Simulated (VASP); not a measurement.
# Be3Te2Se (Imm2) in VASP: notebook

One crystal, Be3Te2Se, is run at these levels: PBE; tasks: equation of state.

All numbers are computed with VASP 6.6.1; they aren't measurements. Logs are shortened: lines on timing, memory, paths and dates and some standing lists are left out, and cuts for length are marked.

## (1) Starting point

The structure is orthorhombic, space group Imm2 (No. 44). The conventional cell has a = 3.899 Å, b = 11.689 Å, c = 5.501 Å, α = 90.00°, β = 90.00°, γ = 90.00°. Around Be (site symmetry m) lie 1 Se at 2.25 Å and 3 Te at 2.43 to 2.46 Å. Be (site symmetry mm2) is surrounded by 2 Se at 2.31 Å and 2 Te at 2.45 Å. Te (site symmetry m) has 4 Be at 2.43 to 2.46 Å as nearest neighbours. Se (site symmetry mm2) is surrounded by 4 Be at 2.25 to 2.31 Å.

The cell was built by a generator and needn't be a form met in nature.

## (2) Equation of state, PBE, 20.89 Å³/atom

File INCAR:

```
PREC = Accurate
ENCUT = 520
EDIFF = 1E-6
ISMEAR = 0
SIGMA = 0.03
LREAL = F
LASPH = T
NELM = 100
ALGO = Normal
ISIF = 4
LWAVE = F
LCHARG = F
GGA = PE
IBRION = 2
NSW = 30
EDIFFG = -0.02
KPAR = 4
```

File KPOINTS:

```
Automatic mesh
0
Gamma
  8 8 8
```

File POSCAR:

```
Be3Te2Se
1.0
   -1.9494800000      5.8446100000      2.7503100000
    1.9494800000     -5.8446100000      2.7503100000
    1.9494800000      5.8446100000     -2.7503100000
Be Te Se
3 2 1
Direct
    0.6062970000      0.7630470000      0.8432500000
    0.9197960000      0.7630470000      0.1567500000
    0.2245800000      0.7245800000      0.5000000000
    0.6644610000      0.9995180000      0.6649430000
    0.3345760000      0.9995180000      0.3350570000
    0.0000150000      0.0000150000      0.0000000000
```

Potentials or basis: VASP PAW PBE potentials, release 64 (Be, Te, Se).

Command:

```sh
$ cat potpaw_PBE.64/Be/POTCAR potpaw_PBE.64/Te/POTCAR potpaw_PBE.64/Se/POTCAR > POTCAR
$ mpirun -np 4 vasp_std > vasp.out
```

OUTCAR:

```text
PREC = Accurate
   ENCUT = 520
   EDIFF = 1E-6
   ISMEAR = 0
   LREAL = F
   LASPH = T
   NELM = 100
   ISIF = 4
   GGA = PE
   IBRION = 2
   NSW = 30
   EDIFFG = -0.02

 ion  position               nearest neighbor table
   1  0.606  0.763  0.843-   6 2.25   5 2.43   5 2.43   4 2.46
   2  0.920  0.763  0.157-   6 2.25   4 2.43   4 2.43   5 2.46
   3  0.225  0.725  0.500-   6 2.31   6 2.31   5 2.45   4 2.45
   4  0.664  1.000  0.665-   2 2.43   2 2.43   3 2.45   1 2.46
   5  0.335  1.000  0.335-   1 2.43   1 2.43   3 2.45   2 2.46
   6  0.000  0.000  0.000-   2 2.25   1 2.25   3 2.31   3 2.31

  LATTYP: Found a body centered orthorhombic cell.
 ALAT       =     3.8989600000
 B/A-ratio  =     1.4107915957
 C/A-ratio  =     2.9980353735

  Lattice vectors:

 A1 = (   1.9494800000,  -5.8446100000,  -2.7503100000)
 A2 = (  -1.9494800000,  -5.8446100000,   2.7503100000)
 A3 = (  -1.9494800000,   5.8446100000,  -2.7503100000)

Analysis of symmetry for initial positions (statically):
=====================================================================
 Subroutine PRICEL returns:
 Original cell was already a primitive cell.

 Routine SETGRP: Setting up the symmetry group for a
 body centered orthorhombic supercell.

 Subroutine GETGRP returns: Found  4 space group operations
 (whereof  4 operations were pure point group operations)
 out of a pool of  8 trial point group operations.

The static configuration has the point symmetry C_2v.

Analysis of symmetry for dynamics (positions and initial velocities):
=====================================================================
 Subroutine PRICEL returns:
 Original cell was already a primitive cell.

 Routine SETGRP: Setting up the symmetry group for a
 body centered orthorhombic supercell.

 Subroutine GETGRP returns: Found  4 space group operations
 (whereof  4 operations were pure point group operations)
 out of a pool of  8 trial point group operations.

The dynamic configuration has the point symmetry C_2v.

 Subroutine INISYM returns: Found  4 space group operations
 (whereof  4 operations are pure point group operations),
 and found     1 'primitive' translations

----------------------------------------------------------------------------------------

                                     Primitive cell

[... 104 lines left out ...]
   ISIF   =      4    stress and relaxation
   ISYM   =      2    0-nonsym 1-usesym 2-fastsym
   POTIM  = 0.5000    time-step for ionic-motion
   TEBEG  =    0.0;   TEEND  =   0.0 temperature during run
   PSTRESS=    0.0 pullay stress
   NELECT =      24.0000    total number of electrons
   NUPDOWN=      -1.0000    fix difference up-down
   EMIN   =  10.00;   EMAX   =-10.00  energy-range for DOS
   EFERMI =   0.00;   METHOD = LEGACY
   ISMEAR =     0;   SIGMA  =   0.03  broadening in eV -4-tet -1-fermi 0-gaus
   EFERMI_NEDOS =   21; number of points for ismear=-14 and -15
   IALGO  =     38    algorithm
   IMIX   =      4    mixing-type and parameters
     AMIX     =   0.40;   BMIX     =  1.00
     AMIX_MAG =   1.60;   BMIX_MAG =  1.00
  volume/ion in A,a.u.               =      20.89       140.98
  Fermi-wavevector in a.u.,A,eV,Ry     =   0.943568  1.783085 12.113550  0.890321
  Thomas-Fermi vector in A             =   2.071288
   LORBIT       =      0    0 simple, 1 ext, 2 COOP (PROOUT), +10 PAW based schemes
   GGA     = PE    functional components
   LHFCALC =     F    Hartree Fock is set to
   AEXX    =    0.0000 exact exchange contribution
   IVDW    =     0    specifies the selected vdW correction
   LEPSILON=     F    determine dielectric tensor
   LRPA    =     F    only Hartree local field effects (RPA)
 conjugate gradient relaxation of ions
 non-spin polarized calculation
 Gauss-broadening in eV      SIGMA  =   0.03
  energy-cutoff  :      520.00
  volume of cell :      125.35
 maximum number of plane-waves:      3402
   NGX = 25   NGY = 25   NGZ = 25

 number of electron      24.0000000 magnetization

 Free energy of the ion-electron system (eV)
  ---------------------------------------------------
  ext. energy  EPLUGINS =         0.00000000
  ---------------------------------------------------
  free energy    TOTEN  =       -23.96700563 eV

  energy without entropy =      -23.96700563  energy(sigma->0) =      -23.96700563

 E-fermi :   4.7610     XC(G=0):  -9.1058

 val. band max:        4.6071773098   @ k =   0.0000   0.0000   0.0000
 cond. band min:       6.5503865659   @ k =   0.5000   0.5000   0.5000
 fundamental gap:      1.9432092561
 Fermi energy:         4.7609927925

 k-point     1 :       0.0000    0.0000    0.0000
  band No.  band energies     occupation
      1      -8.7969      2.00000
      2      -6.8607      2.00000
      3      -5.8097      2.00000
      4      -0.1956      2.00000
      5      -0.1367      2.00000
      6       0.4688      2.00000
[... 433 lines left out ...]
      3      -5.9555      2.00000
      4      -0.8177      2.00000
      5      -0.2483      2.00000
      6      -0.0476      2.00000
[... 8 lines left out ...]
     15       8.9171      0.00000
     16       9.1984      0.00000

 [... further k-points ...]

------------------------ aborting loop because EDIFF is reached ----------------------------------------

  FORCE on cell =-STRESS in cart. coord.  units (eV):
  Direction    XX          YY          ZZ          XY          YZ          ZX
  --------------------------------------------------------------------------------------
  -------------------------------------------------------------------------------------
  Total        0.0157016     -0.0050329      0.0055161      0.0000000      0.0000000      0.0000000
  in kB        0.2006963     -0.0643305      0.0705063      0.0000000      0.0000000      0.0000000
  external PRESSURE =       0.0689574 kB  Pullay stress =       0.0000000 kB

 VOLUME and BASIS-vectors are now :
 -----------------------------------------------------------------------------
  energy-cutoff  :      520.00
  volume of cell :      125.35
      direct lattice vectors                 reciprocal lattice vectors
    -1.949480000  5.844610000  2.750310000     0.000000000  0.085548907  0.181797688
     1.949480000 -5.844610000  2.750310000     0.256478651  0.000000000  0.181797688
     1.949480000  5.844610000 -2.750310000     0.256478651  0.085548907  0.000000000

 POSITION                                       TOTAL-FORCE (eV/Angst)
 -----------------------------------------------------------------------------------
      1.94948      4.01232      1.44692         0.000000      0.003298      0.000310
      0.00000      1.83228      4.19723        -0.000000     -0.003298      0.000310
      1.94948      0.00000      1.23533        -0.000000      0.000000      0.004394
      1.94948      1.92806      2.74766         0.000000      0.001361     -0.003012
      1.94948     -1.92805      2.74766        -0.000000     -0.001361     -0.003012
      0.00000      0.00000      0.00008        -0.000000      0.000000      0.001012
 -----------------------------------------------------------------------------------
    total drift:                                0.000569     -0.001728      0.000036

  FREE ENERGIE OF THE ION-ELECTRON SYSTEM (eV)
  ---------------------------------------------------
  free  energy   TOTEN  =       -23.9670056287 eV

  energy  without entropy=      -23.9670056287  energy(sigma->0) =      -23.96700563

 reached required accuracy - stopping structural energy minimisation
```

OSZICAR:

```text
N       E                     dE             d eps       ncg     rms          rms(c)
DAV:   1     0.897947671132E+02    0.89795E+02   -0.93905E+03  3040   0.123E+03
DAV:   2    -0.180073178065E+02   -0.10780E+03   -0.10545E+03  4064   0.178E+02
DAV:   3    -0.242198993233E+02   -0.62126E+01   -0.62058E+01  4168   0.516E+01
DAV:   4    -0.243128183215E+02   -0.92919E-01   -0.92904E-01  4696   0.645E+00
DAV:   5    -0.243139208643E+02   -0.11025E-02   -0.11025E-02  4240   0.578E-01    0.665E+00
DAV:   6    -0.240486464071E+02    0.26527E+00   -0.27450E-01  4144   0.269E+00    0.409E+00
DAV:   7    -0.239650301694E+02    0.83616E-01   -0.33597E-01  3816   0.304E+00    0.593E-01
DAV:   8    -0.239661149082E+02   -0.10847E-02   -0.16273E-02  4160   0.848E-01    0.231E-01
DAV:   9    -0.239666954982E+02   -0.58059E-03   -0.32099E-03  4344   0.320E-01    0.625E-02
DAV:  10    -0.239669082535E+02   -0.21276E-03   -0.25614E-04  4256   0.104E-01    0.368E-02
DAV:  11    -0.239669888819E+02   -0.80628E-04   -0.88279E-05  4216   0.599E-02    0.157E-02
DAV:  12    -0.239670046322E+02   -0.15750E-04   -0.23426E-05  4256   0.289E-02    0.682E-03
DAV:  13    -0.239670056287E+02   -0.99650E-06   -0.22143E-06  4152   0.999E-03
   1 F= -.23967006E+02 E0= -.23967006E+02  d E =-.239670E+02
```

CONTCAR:

```text
Be3Te2Se
   1.00000000000000
    -1.9494800000000001    5.8446100000000003    2.7503099999999998
     1.9494800000000001   -5.8446100000000003    2.7503099999999998
     1.9494800000000001    5.8446100000000003   -2.7503099999999998
  Be              Te              Se
     3     2     1
Direct
     0.6062969999999979    0.7630470000000003    0.8432499999999976
     0.9197959999999981    0.7630470000000003    0.1567500000000024
     0.2245800000000031    0.7245800000000031    0.5000000000000000
     0.6644610000000029    0.9995180000000019    0.6649430000000009
     0.3345759999999984    0.9995180000000019    0.3350569999999991
     0.0000149999999977    0.0000149999999977    0.0000000000000000

  0.00000000E+00  0.00000000E+00  0.00000000E+00
  0.00000000E+00  0.00000000E+00  0.00000000E+00
  0.00000000E+00  0.00000000E+00  0.00000000E+00
  0.00000000E+00  0.00000000E+00  0.00000000E+00
  0.00000000E+00  0.00000000E+00  0.00000000E+00
  0.00000000E+00  0.00000000E+00  0.00000000E+00
```

Run time: 66 s. Hardware: 4 MPI ranks of Intel Xeon Platinum 8559C (Emerald Rapids), shared host; peak memory 0.5 GiB.

Results:

- Free energy: -23.9670 eV
- Pressure: 0.0 GPa
- Largest force: 0.004 eV/Å
- Band gap on the k mesh: 1.94 eV, indirect (least direct gap 2.09 eV)

Caveat: spin-orbit coupling is left out, which moves the levels of the heavy elements.

## (3) Equation of state, PBE, 20.26 Å³/atom (volume scaled by 0.97)

INCAR is that of step 2.

KPOINTS is that of step 2.

POSCAR, as its differences from that of step 2:

```diff
@@ -2,5 +2,5 @@
 1.0
-   -1.9494800000      5.8446100000      2.7503100000
-    1.9494800000     -5.8446100000      2.7503100000
-    1.9494800000      5.8446100000     -2.7503100000
+   -1.9297869364      5.7855694988      2.7225271914
+    1.9297869364     -5.7855694988      2.7225271914
+    1.9297869364      5.7855694988     -2.7225271914
 Be Te Se
```

Potentials or basis: VASP PAW PBE potentials, release 64 (Be, Te, Se).

Command:

```sh
$ cat potpaw_PBE.64/Be/POTCAR potpaw_PBE.64/Te/POTCAR potpaw_PBE.64/Se/POTCAR > POTCAR
$ mpirun -np 4 vasp_std > vasp.out
```

Wall time 90 s (4 MPI ranks of Intel Xeon Platinum 8559C (Emerald Rapids), shared host); peak memory 0.5 GiB.

It converged, with:

* Free energy: -23.9440 eV
* Pressure: 2.0 GPa
* Largest force: 0.013 eV/Å
* Band gap on the k mesh: 1.87 eV, indirect (least direct gap 2.03 eV)

Caveat: spin-orbit coupling is left out, which moves the levels of the heavy elements.

## (4) Equation of state, PBE, 21.52 Å³/atom (volume scaled by 1.03)

INCAR is that of step 3.

KPOINTS is that of step 3.

POSCAR, as its differences from that of step 3:

```diff
@@ -2,5 +2,5 @@
 1.0
-   -1.9297869364      5.7855694988      2.7225271914
-    1.9297869364     -5.7855694988      2.7225271914
-    1.9297869364      5.7855694988     -2.7225271914
+   -1.9687830375      5.9024811894      2.7775425631
+    1.9687830375     -5.9024811894      2.7775425631
+    1.9687830375      5.9024811894     -2.7775425631
 Be Te Se
```

Command:

```sh
$ cat potpaw_PBE.64/Be/POTCAR potpaw_PBE.64/Te/POTCAR potpaw_PBE.64/Se/POTCAR > POTCAR
$ mpirun -np 4 vasp_std > vasp.out
```

Run time: 2 min. Hardware: 4 MPI ranks of Intel Xeon Platinum 8559C (Emerald Rapids), shared host; peak memory 0.54 GiB.

It converged, with:

```
Free energy            : -23.9465 eV
Pressure               : -1.7 GPa
Largest force          : 0.018 eV/Å
Band gap on the k mesh : 2.01 eV, indirect (least direct gap 2.15 eV)
```

Caveat: spin-orbit coupling is left out, which moves the levels of the heavy elements.

## (5) Equation of state, PBE, 19.64 Å³/atom (volume scaled by 0.94)

INCAR is that of step 4.

KPOINTS is that of step 4.

POSCAR, as its differences from that of step 4:

```diff
@@ -2,5 +2,5 @@
 1.0
-   -1.9687830375      5.9024811894      2.7775425631
-    1.9687830375     -5.9024811894      2.7775425631
-    1.9687830375      5.9024811894     -2.7775425631
+   -1.9096835272      5.7252987669      2.6941654707
+    1.9096835272     -5.7252987669      2.6941654707
+    1.9096835272      5.7252987669     -2.6941654707
 Be Te Se
```

Command:

```sh
$ cat potpaw_PBE.64/Be/POTCAR potpaw_PBE.64/Te/POTCAR potpaw_PBE.64/Se/POTCAR > POTCAR
$ mpirun -np 4 vasp_std > vasp.out
```

It took 1.9 min on 4 MPI ranks of Intel Xeon Platinum 8559C (Emerald Rapids), shared host; peak memory 0.51 GiB.

The run converged. Its results:

```
Free energy            : -23.8706 eV
Pressure               : 4.3 GPa
Largest force          : 0.016 eV/Å
Band gap on the k mesh : 1.78 eV, indirect (least direct gap 1.94 eV)
```

Caveat: spin-orbit coupling is left out, which moves the levels of the heavy elements.

## (6) Equation of state, PBE, 22.14 Å³/atom (volume scaled by 1.06)

INCAR is that of step 5.

KPOINTS is that of step 5.

POSCAR, as its differences from that of step 5:

```diff
@@ -2,5 +2,5 @@
 1.0
-   -1.9096835272      5.7252987669      2.6941654707
-    1.9096835272     -5.7252987669      2.6941654707
-    1.9096835272      5.7252987669     -2.6941654707
+   -1.9877148051      5.9592392981      2.8042513416
+    1.9877148051     -5.9592392981      2.8042513416
+    1.9877148051      5.9592392981     -2.8042513416
 Be Te Se
```

Potentials or basis: VASP PAW PBE potentials, release 64 (Be, Te, Se).

Command:

```sh
$ cat potpaw_PBE.64/Be/POTCAR potpaw_PBE.64/Te/POTCAR potpaw_PBE.64/Se/POTCAR > POTCAR
$ mpirun -np 4 vasp_std > vasp.out
```

It took 2.7 min on 4 MPI ranks of Intel Xeon Platinum 8559C (Emerald Rapids), shared host; peak memory 0.54 GiB.

It converged, with:

```yaml
Free_energy: -23.8885 eV
Pressure: -3.2 GPa
Largest_force: 0.013 eV/Å
Band_gap_on_the_k_mesh: 2.08 eV, indirect (least direct gap 2.22 eV)
```

Caveat: spin-orbit coupling is left out, which moves the levels of the heavy elements.

## (7) Equation of state, PBE, 19.01 Å³/atom (volume scaled by 0.91)

INCAR is that of step 6.

KPOINTS is that of step 6.

POSCAR, as its differences from that of step 6:

```diff
@@ -2,5 +2,5 @@
 1.0
-   -1.9877148051      5.9592392981      2.8042513416
-    1.9877148051     -5.9592392981      2.8042513416
-    1.9877148051      5.9592392981     -2.8042513416
+   -1.8891477042      5.6637316429      2.6651937041
+    1.8891477042     -5.6637316429      2.6651937041
+    1.8891477042      5.6637316429     -2.6651937041
 Be Te Se
```

Command:

```sh
$ cat potpaw_PBE.64/Be/POTCAR potpaw_PBE.64/Te/POTCAR potpaw_PBE.64/Se/POTCAR > POTCAR
$ mpirun -np 4 vasp_std > vasp.out
```

It took 2.3 min on 4 MPI ranks of Intel Xeon Platinum 8559C (Emerald Rapids), shared host; peak memory 0.5 GiB.

The run converged. Its results:

```
Free energy            : -23.7385 eV
Pressure               : 7.0 GPa
Largest force          : 0.011 eV/Å
Band gap on the k mesh : 1.69 eV, indirect (least direct gap 1.86 eV)
```

Caveat: spin-orbit coupling is left out, which moves the levels of the heavy elements.

## (8) Equation of state, PBE, 22.77 Å³/atom (volume scaled by 1.09)

INCAR is that of step 7.

KPOINTS is that of step 7.

POSCAR, as its differences from that of step 7:

```diff
@@ -2,5 +2,5 @@
 1.0
-   -1.8891477042      5.6637316429      2.6651937041
-    1.8891477042     -5.6637316429      2.6651937041
-    1.8891477042      5.6637316429     -2.6651937041
+   -2.0062926557      6.0149363515      2.8304608172
+    2.0062926557     -6.0149363515      2.8304608172
+    2.0062926557      6.0149363515     -2.8304608172
 Be Te Se
```

Command:

```sh
$ cat potpaw_PBE.64/Be/POTCAR potpaw_PBE.64/Te/POTCAR potpaw_PBE.64/Se/POTCAR > POTCAR
$ mpirun -np 4 vasp_std > vasp.out
```

Run time: 2.9 min. Hardware: 4 MPI ranks of Intel Xeon Platinum 8559C (Emerald Rapids), shared host; peak memory 0.57 GiB.

The run converged. Its results:

- Free energy: -23.7984 eV
- Pressure: -4.5 GPa
- Largest force: 0.017 eV/Å
- Band gap on the k mesh: 2.14 eV, indirect (least direct gap 2.28 eV)

Caveat: spin-orbit coupling is left out, which moves the levels of the heavy elements.
